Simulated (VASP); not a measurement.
Given:

```
AgCl
1.0
    0.00000     2.76759     2.76759
    2.76759     0.00000     2.76759
    2.76759     2.76759     0.00000
Ag Cl
1 1
Direct
  0.00000   0.00000   0.00000
  0.48645   0.48645   0.51355
```

All values below come from r2SCAN meta-GGA, VASP's PBE PAW potentials (set 64) (plane waves; VASP 6.6.1). Numerical set-up: 480 eV cut-off, 8×8×8 Γ-centred mesh, Gaussian smearing of 0.050 eV, potentials Ag Cl.

**Question.** Give the force on each atom (eV/Å).

**Answer.** 
```tsv
atom	Fx	Fy	Fz
Ag1	0.000	0.000	-0.104
Cl2	0.000	0.000	0.104
```

**Question.** Give the stress tensor in GPa (positive for a compressed cell).

**Answer.** 
```
0.19  0.00  0.00
0.00  0.19  0.00
0.00  0.00  0.48
```
The pressure is its mean diagonal, 0.29 GPa.

The compound is AgCl in the rock salt structure. This cell was strained or had an atom moved on purpose.
